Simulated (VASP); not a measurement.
# BPd4 (Pmm2) in VASP: notebook, part 2 of 3

VASP 6.6.1.

## 3. Band structure, PBE

INCAR reads:

```
SYSTEM = BPd4
  PREC = Accurate
  ENCUT = 520
  EDIFF = 1E-6
  ISMEAR = -1
  SIGMA = 0.05
  LREAL = .FALSE.
  LASPH = .TRUE.
  NELM = 100
  ALGO = Fast
  ISIF = 2
  LWAVE = .FALSE.
  LCHARG = .FALSE.
  LMAXMIX = 4
  GGA = PE
  NBANDS = 30
```

KPOINTS reads:

```
regular mesh
0
G
  7 5 4
  0 0 0
```

POSCAR reads:

```
BPd4
1.0
    2.8920299704      0.0000000000      0.0000000000
    0.0000000000      4.3650077954      0.0000000000
    0.0000000000      0.0000000000      5.8563150000
Pd B
4 1
Direct
    0.5000000000      0.0000000000      0.1975780000
    0.0000000000      0.0000000000      0.6194700000
    0.0000000000      0.5000000000      0.3291640000
    0.5000000000      0.5000000000      0.8675610000
    0.5000000000      0.0000000000      0.8632270000
```

KPOINTS_OPT reads:

```
path GXSYGZURTZ,YT,UX,SR
10
line-mode
reciprocal
 0.0000000000  0.0000000000  0.0000000000  G
 0.5000000000  0.0000000000  0.0000000000  X

 0.5000000000  0.0000000000  0.0000000000  X
 0.5000000000  0.5000000000  0.0000000000  S

 0.5000000000  0.5000000000  0.0000000000  S
 0.0000000000  0.5000000000  0.0000000000  Y

 0.0000000000  0.5000000000  0.0000000000  Y
 0.0000000000  0.0000000000  0.0000000000  G

 0.0000000000  0.0000000000  0.0000000000  G
 0.0000000000  0.0000000000  0.5000000000  Z

 0.0000000000  0.0000000000  0.5000000000  Z
 0.5000000000  0.0000000000  0.5000000000  U

 0.5000000000  0.0000000000  0.5000000000  U
 0.5000000000  0.5000000000  0.5000000000  R

 0.5000000000  0.5000000000  0.5000000000  R
 0.0000000000  0.5000000000  0.5000000000  T

 0.0000000000  0.5000000000  0.5000000000  T
 0.0000000000  0.0000000000  0.5000000000  Z

 0.0000000000  0.5000000000  0.0000000000  Y
 0.0000000000  0.5000000000  0.5000000000  T

 0.5000000000  0.0000000000  0.5000000000  U
 0.5000000000  0.0000000000  0.0000000000  X

 0.5000000000  0.5000000000  0.0000000000  S
 0.5000000000  0.5000000000  0.5000000000  R
```

Potentials or basis: VASP PAW PBE potentials, release 64 (Pd, B).

Command:

```
> cat potpaw_PBE.64/Pd/POTCAR potpaw_PBE.64/B/POTCAR > POTCAR
> mpirun -np 1 vasp_std > vasp.out
```

OUTCAR:

```text
SYSTEM = BPd4
   PREC = Accurate
   ENCUT = 520
   EDIFF = 1E-6
   ISMEAR = -1
   LREAL = .FALSE.
   LASPH = .TRUE.
   NELM = 100
   ISIF = 2
   GGA = PE

 ion  position               nearest neighbor table
   1  0.500  0.000  0.198-   5 1.96   3 2.73   3 2.73   3 2.73   3 2.73   2 2.86   2 2.86   4 2.92
                             4 2.92
   2  0.000  0.000  0.619-   5 2.03   5 2.03   3 2.77   3 2.77   1 2.86   1 2.86   4 2.99   4 2.99
                             4 2.99   4 2.99
   3  0.000  0.500  0.329-   1 2.73   1 2.73   1 2.73   1 2.73   2 2.77   2 2.77   4 3.07   4 3.07

   4  0.500  0.500  0.868-   5 2.18   5 2.18   1 2.92   1 2.92   2 2.99   2 2.99   2 2.99   2 2.99
                             3 3.07   3 3.07
   5  0.500  0.000  0.863-   1 1.96   2 2.03   2 2.03   4 2.18   4 2.18

  LATTYP: Found a simple orthorhombic cell.
 ALAT       =     2.8920299704
 B/A-ratio  =     1.5093231537
 C/A-ratio  =     2.0249842014

  Lattice vectors:

 A1 = (   2.8920299704,   0.0000000000,   0.0000000000)
 A2 = (   0.0000000000,   4.3650077954,   0.0000000000)
 A3 = (   0.0000000000,   0.0000000000,   5.8563150000)

Analysis of symmetry for initial positions (statically):
=====================================================================
 Subroutine PRICEL returns:
 Original cell was already a primitive cell.

 Routine SETGRP: Setting up the symmetry group for a
 simple orthorhombic supercell.

 Subroutine GETGRP returns: Found  4 space group operations
 (whereof  4 operations were pure point group operations)
 out of a pool of  8 trial point group operations.

The static configuration has the point symmetry C_2v.

Analysis of symmetry for dynamics (positions and initial velocities):
=====================================================================
 Subroutine PRICEL returns:
 Original cell was already a primitive cell.

 Routine SETGRP: Setting up the symmetry group for a
[... 133 lines left out ...]
  volume/ion in A,a.u.               =      14.79        99.78
  Fermi-wavevector in a.u.,A,eV,Ry     =   1.366554  2.582413 25.408482  1.867471
  Thomas-Fermi vector in A             =   2.492685
   LORBIT       =      0    0 simple, 1 ext, 2 COOP (PROOUT), +10 PAW based schemes
   GGA     = PE    functional components
   LHFCALC =     F    Hartree Fock is set to
   AEXX    =    0.0000 exact exchange contribution
   IVDW    =     0    specifies the selected vdW correction
   LEPSILON=     F    determine dielectric tensor
   LRPA    =     F    only Hartree local field effects (RPA)
 non-spin polarized calculation
 RMM-DIIS sequential band-by-band and
  energy-cutoff  :      520.00
  volume of cell :       73.93
 maximum number of plane-waves:      2008
 NGX is ok and might be reduce to    24
   NGX = 11   NGY = 17   NGZ = 21

 number of electron      42.9999999 magnetization

 Free energy of the ion-electron system (eV)
  ---------------------------------------------------
  ext. energy  EPLUGINS =         0.00000000
  ---------------------------------------------------
  free energy    TOTEN  =       -27.54780211 eV

  energy without entropy =      -27.52700560  energy(sigma->0) =      -27.53740385

 E-fermi :   8.0423     XC(G=0): -12.3075

 val. band max:        8.0400112719   @ k =   0.4286   0.0000   0.0000
 cond. band min:       8.0827672051   @ k =   0.0000   0.0000   0.5000
 fundamental gap:      0.0427559331
 Fermi energy:         8.0422702463

 k-point     1 :       0.0000    0.0000    0.0000
  band No.  band energies     occupation
      1      -1.4331      2.00000
      2       2.5889      2.00000
      3       2.7876      2.00000
      4       3.4704      2.00000
      5       3.5054      2.00000
      6       4.0639      2.00000
[... 781 lines left out ...]
     29      16.4420      0.00000
     30      17.5089      0.00000

 [... further k-points ...]

------------------------ aborting loop because EDIFF is reached ----------------------------------------

  FORCE on cell =-STRESS in cart. coord.  units (eV):
  Direction    XX          YY          ZZ          XY          YZ          ZX
  --------------------------------------------------------------------------------------
  -------------------------------------------------------------------------------------
  Total       -0.5965478     -0.4482409     -0.5873298      0.0000000      0.0000000      0.0000000
  in kB      -12.9283642     -9.7142613    -12.7285915      0.0000000      0.0000000      0.0000000
  external PRESSURE =     -11.7904057 kB  Pullay stress =       0.0000000 kB

 VOLUME and BASIS-vectors are now :
 -----------------------------------------------------------------------------
  energy-cutoff  :      520.00
  volume of cell :       73.93
      direct lattice vectors                 reciprocal lattice vectors
     2.892029970  0.000000000  0.000000000     0.345777883  0.000000000  0.000000000
     0.000000000  4.365007795  0.000000000     0.000000000  0.229094665  0.000000000
     0.000000000  0.000000000  5.856315000     0.000000000  0.000000000  0.170755842

 POSITION                                       TOTAL-FORCE (eV/Angst)
 -----------------------------------------------------------------------------------
      1.44601      0.00000      1.15708         0.000000      0.000000     -0.195127
      0.00000      0.00000      3.62781         0.000000      0.000000      0.028373
      0.00000      2.18250      1.92769         0.000000      0.000000      0.042232
      1.44601      2.18250      5.08071         0.000000      0.000000      0.091346
      1.44601      0.00000      5.05533         0.000000      0.000000      0.033176
 -----------------------------------------------------------------------------------
    total drift:                                0.000000     -0.000000     -0.000259

  FREE ENERGIE OF THE ION-ELECTRON SYSTEM (eV)
  ---------------------------------------------------
  free  energy   TOTEN  =       -27.5478021116 eV

  energy  without entropy=      -27.5270055975  energy(sigma->0) =      -27.53740385
```

OSZICAR:

```text
N       E                     dE             d eps       ncg     rms          rms(c)
DAV:   1     0.265541477254E+03    0.26554E+03   -0.21438E+04  2160   0.137E+03
DAV:   2    -0.216417583780E+02   -0.28718E+03   -0.27236E+03  2304   0.315E+02
DAV:   3    -0.296853421925E+02   -0.80436E+01   -0.79224E+01  2478   0.557E+01
[... 43 lines left out ...]
DAV:   9     0.766693886351E+04   -0.29706E-06     1512
       N       E                     dE             ncg
DAV:   1     0.323591384133E+05   -0.15644E+05      720
DAV:   2     0.291583271872E+05   -0.32008E+04      762
DAV:   3     0.290637235805E+05   -0.94604E+02      840
DAV:   4     0.290627659248E+05   -0.95766E+00      768
DAV:   5     0.290627476126E+05   -0.18312E-01      840
DAV:   6     0.290627470591E+05   -0.55351E-03      810
DAV:   7     0.290627470394E+05   -0.19656E-04      828
DAV:   8     0.290627470388E+05   -0.61079E-06      512
```

Run time: 2.5 min. Hardware: 1 thread of Intel Xeon Platinum 8488C (Sapphire Rapids), shared host; peak memory 0.26 GiB.

Results:

```
Free energy             : -27.5478 eV
Pressure                : -1.2 GPa
Largest force           : 0.195 eV/Å
Band gap along the path : none (metal or under the smearing width)
```

Forces in eV/Å, atoms in the order of the input:
```
Pd   0.000  0.000 -0.195
Pd   0.000  0.000  0.028
Pd   0.000  0.000  0.042
Pd   0.000  0.000  0.091
B    0.000  0.000  0.033
```

Stress tensor (GPa, compression positive):
```
-1.29  0.00  0.00
 0.00 -0.97  0.00
 0.00  0.00 -1.27
```

Levels at the corners of the path, in eV from the Fermi level:
| point | band 18 | band 19 | band 20 | band 21 | band 22 | band 23 | band 24 | band 25 |
| --- | --- | --- | --- | --- | --- | --- | --- | --- |
| Γ | -1.38 | -1.21 | -0.83 | -0.54 | -0.29 | 0.06 | 0.42 | 5.22 |
| X | -0.64 | -0.61 | -0.32 | 0.41 | 0.46 | 1.76 | 2.50 | 3.43 |
| X | -0.64 | -0.61 | -0.32 | 0.41 | 0.46 | 1.76 | 2.50 | 3.43 |
| S | -0.76 | -0.38 | -0.06 | 0.77 | 1.45 | 2.31 | 2.39 | 3.07 |
| S | -0.76 | -0.38 | -0.06 | 0.77 | 1.45 | 2.31 | 2.39 | 3.07 |
| Y | -1.47 | -0.99 | -0.88 | -0.86 | -0.75 | -0.45 | 1.40 | 2.24 |
| Y | -1.47 | -0.99 | -0.88 | -0.86 | -0.75 | -0.45 | 1.40 | 2.24 |
| Γ | -1.38 | -1.21 | -0.83 | -0.54 | -0.29 | 0.06 | 0.42 | 5.22 |
| Γ | -1.38 | -1.21 | -0.83 | -0.54 | -0.29 | 0.06 | 0.42 | 5.22 |
| Z | -1.30 | -1.25 | -1.10 | -0.83 | 0.04 | 1.59 | 1.92 | 4.51 |
| Z | -1.30 | -1.25 | -1.10 | -0.83 | 0.04 | 1.59 | 1.92 | 4.51 |
| U | -0.62 | -0.58 | -0.31 | 0.00 | 0.55 | 1.54 | 2.37 | 2.84 |
| U | -0.62 | -0.58 | -0.31 | 0.00 | 0.55 | 1.54 | 2.37 | 2.84 |
| R | -0.69 | -0.62 | -0.20 | -0.17 | 1.03 | 2.21 | 2.42 | 2.69 |
| R | -0.69 | -0.62 | -0.20 | -0.17 | 1.03 | 2.21 | 2.42 | 2.69 |
| T | -1.17 | -0.95 | -0.89 | -0.82 | -0.47 | -0.44 | -0.13 | 3.28 |
| T | -1.17 | -0.95 | -0.89 | -0.82 | -0.47 | -0.44 | -0.13 | 3.28 |
| Z | -1.30 | -1.25 | -1.10 | -0.83 | 0.04 | 1.59 | 1.92 | 4.51 |
| Y | -1.47 | -0.99 | -0.88 | -0.86 | -0.75 | -0.45 | 1.40 | 2.24 |
| T | -1.17 | -0.95 | -0.89 | -0.82 | -0.47 | -0.44 | -0.13 | 3.28 |
| U | -0.62 | -0.58 | -0.31 | 0.00 | 0.55 | 1.54 | 2.37 | 2.84 |
| X | -0.64 | -0.61 | -0.32 | 0.41 | 0.46 | 1.76 | 2.50 | 3.43 |
| S | -0.76 | -0.38 | -0.06 | 0.77 | 1.45 | 2.31 | 2.39 | 3.07 |
| R | -0.69 | -0.62 | -0.20 | -0.17 | 1.03 | 2.21 | 2.42 | 2.69 |

## 4. Band structure, PBEsol

Edit INCAR of step 3 so:

```diff
@@ -14,3 +14,3 @@
   LMAXMIX = 4
-  GGA = PE
+  GGA = PS
   NBANDS = 30
```

KPOINTS is that of step 3.

POSCAR is that of step 3.

KPOINTS_OPT is that of step 3.

Potentials or basis: VASP PAW PBE potentials, release 64 (Pd, B).

Command:

```
> cat potpaw_PBE.64/Pd/POTCAR potpaw_PBE.64/B/POTCAR > POTCAR
> mpirun -np 1 vasp_std > vasp.out
```

OUTCAR:

```text
SYSTEM = BPd4
   PREC = Accurate
   ENCUT = 520
   EDIFF = 1E-6
   ISMEAR = -1
   LREAL = .FALSE.
   LASPH = .TRUE.
   NELM = 100
   ISIF = 2
   GGA = PS

 ion  position               nearest neighbor table
   1  0.500  0.000  0.198-   5 1.96   3 2.73   3 2.73   3 2.73   3 2.73   2 2.86   2 2.86   4 2.92
                             4 2.92
   2  0.000  0.000  0.619-   5 2.03   5 2.03   3 2.77   3 2.77   1 2.86   1 2.86   4 2.99   4 2.99
                             4 2.99   4 2.99
   3  0.000  0.500  0.329-   1 2.73   1 2.73   1 2.73   1 2.73   2 2.77   2 2.77   4 3.07   4 3.07
[... 1004 lines left out ...]
  -------------------------------------------------------------------------------------
  Total       -3.9488934     -4.0274934     -3.7498412      0.0000000      0.0000000      0.0000000
  in kB      -85.5802885    -87.2837056    -81.2664365      0.0000000      0.0000000      0.0000000
  external PRESSURE =     -84.7101435 kB  Pullay stress =       0.0000000 kB

 VOLUME and BASIS-vectors are now :
 -----------------------------------------------------------------------------
  energy-cutoff  :      520.00
  volume of cell :       73.93
      direct lattice vectors                 reciprocal lattice vectors
     2.892029970  0.000000000  0.000000000     0.345777883  0.000000000  0.000000000
     0.000000000  4.365007795  0.000000000     0.000000000  0.229094665  0.000000000
     0.000000000  0.000000000  5.856315000     0.000000000  0.000000000  0.170755842

 POSITION                                       TOTAL-FORCE (eV/Angst)
 -----------------------------------------------------------------------------------
      1.44601      0.00000      1.15708         0.000000      0.000000     -0.117783
      0.00000      0.00000      3.62781         0.000000      0.000000     -0.001861
      0.00000      2.18250      1.92769         0.000000      0.000000     -0.033191
      1.44601      2.18250      5.08071         0.000000      0.000000      0.143700
      1.44601      0.00000      5.05533         0.000000      0.000000      0.009134
 -----------------------------------------------------------------------------------
    total drift:                                0.000000     -0.000000     -0.000161

  FREE ENERGIE OF THE ION-ELECTRON SYSTEM (eV)
  ---------------------------------------------------
  free  energy   TOTEN  =       -30.6588284118 eV

  energy  without entropy=      -30.6371856544  energy(sigma->0) =      -30.64800703
```

It took 2.6 min on 1 thread of Intel Xeon Platinum 8488C (Sapphire Rapids), shared host; peak memory 0.26 GiB.

Results:

- Free energy: -30.6588 eV
- Pressure: -8.5 GPa
- Largest force: 0.144 eV/Å
- Band gap along the path: none (metal or under the smearing width)

Forces on the atoms (eV/Å):
```
Pd   0.000  0.000 -0.118
Pd   0.000  0.000 -0.002
Pd   0.000  0.000 -0.033
Pd   0.000  0.000  0.144
B    0.000  0.000  0.009
```

Stress tensor (GPa, compression positive):
```
-8.56  0.00  0.00
 0.00 -8.73  0.00
 0.00  0.00 -8.13
```

Levels at the corners of the path, in eV from the Fermi level:
| point | band 17 | band 18 | band 19 | band 20 | band 21 | band 22 | band 23 | band 24 | band 25 | band 26 |
| --- | --- | --- | --- | --- | --- | --- | --- | --- | --- | --- |
| Γ | -1.46 | -1.37 | -1.19 | -0.83 | -0.53 | -0.32 | 0.07 | 0.41 | 5.25 | 5.40 |
| X | -0.65 | -0.63 | -0.60 | -0.31 | 0.41 | 0.44 | 1.76 | 2.52 | 3.39 | 4.68 |
| X | -0.65 | -0.63 | -0.60 | -0.31 | 0.41 | 0.44 | 1.76 | 2.52 | 3.39 | 4.68 |
| S | -0.96 | -0.75 | -0.37 | -0.06 | 0.77 | 1.45 | 2.31 | 2.36 | 3.02 | 3.58 |
| S | -0.96 | -0.75 | -0.37 | -0.06 | 0.77 | 1.45 | 2.31 | 2.36 | 3.02 | 3.58 |
| Y | -1.76 | -1.46 | -0.99 | -0.86 | -0.86 | -0.77 | -0.44 | 1.34 | 2.23 | 3.94 |
| Y | -1.76 | -1.46 | -0.99 | -0.86 | -0.86 | -0.77 | -0.44 | 1.34 | 2.23 | 3.94 |
| Γ | -1.46 | -1.37 | -1.19 | -0.83 | -0.53 | -0.32 | 0.07 | 0.41 | 5.25 | 5.40 |
| Γ | -1.46 | -1.37 | -1.19 | -0.83 | -0.53 | -0.32 | 0.07 | 0.41 | 5.25 | 5.40 |
| Z | -1.70 | -1.30 | -1.24 | -1.08 | -0.82 | 0.05 | 1.60 | 1.90 | 4.45 | 5.00 |
| Z | -1.70 | -1.30 | -1.24 | -1.08 | -0.82 | 0.05 | 1.60 | 1.90 | 4.45 | 5.00 |
| U | -0.71 | -0.61 | -0.58 | -0.30 | 0.00 | 0.54 | 1.53 | 2.39 | 2.79 | 5.56 |
| U | -0.71 | -0.61 | -0.58 | -0.30 | 0.00 | 0.54 | 1.53 | 2.39 | 2.79 | 5.56 |
| R | -1.17 | -0.69 | -0.61 | -0.18 | -0.17 | 1.01 | 2.16 | 2.35 | 2.64 | 3.46 |
| R | -1.17 | -0.69 | -0.61 | -0.18 | -0.17 | 1.01 | 2.16 | 2.35 | 2.64 | 3.46 |
| T | -1.24 | -1.20 | -0.94 | -0.88 | -0.85 | -0.45 | -0.44 | -0.13 | 3.28 | 6.59 |
| T | -1.24 | -1.20 | -0.94 | -0.88 | -0.85 | -0.45 | -0.44 | -0.13 | 3.28 | 6.59 |
| Z | -1.70 | -1.30 | -1.24 | -1.08 | -0.82 | 0.05 | 1.60 | 1.90 | 4.45 | 5.00 |
| Y | -1.76 | -1.46 | -0.99 | -0.86 | -0.86 | -0.77 | -0.44 | 1.34 | 2.23 | 3.94 |
| T | -1.24 | -1.20 | -0.94 | -0.88 | -0.85 | -0.45 | -0.44 | -0.13 | 3.28 | 6.59 |
| U | -0.71 | -0.61 | -0.58 | -0.30 | 0.00 | 0.54 | 1.53 | 2.39 | 2.79 | 5.56 |
| X | -0.65 | -0.63 | -0.60 | -0.31 | 0.41 | 0.44 | 1.76 | 2.52 | 3.39 | 4.68 |
| S | -0.96 | -0.75 | -0.37 | -0.06 | 0.77 | 1.45 | 2.31 | 2.36 | 3.02 | 3.58 |
| R | -1.17 | -0.69 | -0.61 | -0.18 | -0.17 | 1.01 | 2.16 | 2.35 | 2.64 | 3.46 |

Caveat: the PAW data sets were made with another functional, which shifts forces and pressure a little.

(Continued in part 3 of 3.)
